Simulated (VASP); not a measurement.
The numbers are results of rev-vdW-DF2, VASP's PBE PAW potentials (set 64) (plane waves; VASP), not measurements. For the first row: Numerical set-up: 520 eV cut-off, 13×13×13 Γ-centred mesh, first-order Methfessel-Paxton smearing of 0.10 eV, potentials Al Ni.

```
system            energy (eV/atom)
----------------  ----------------
NiAl (CsCl type)           -3.5635
Al (fcc)                   -2.6314
Ni (fcc)                   -3.1551
```

The references are the elements' solids at the same level; no temperature or zero-point terms are added.

**Question.** What is the formation energy per atom of NiAl?

**Answer.** The references average (1×(-2.6314) + 1×(-3.1551))/2 = -2.8933 eV, so the formation energy is -3.5635 − (-2.8933) = -0.670 eV/atom.
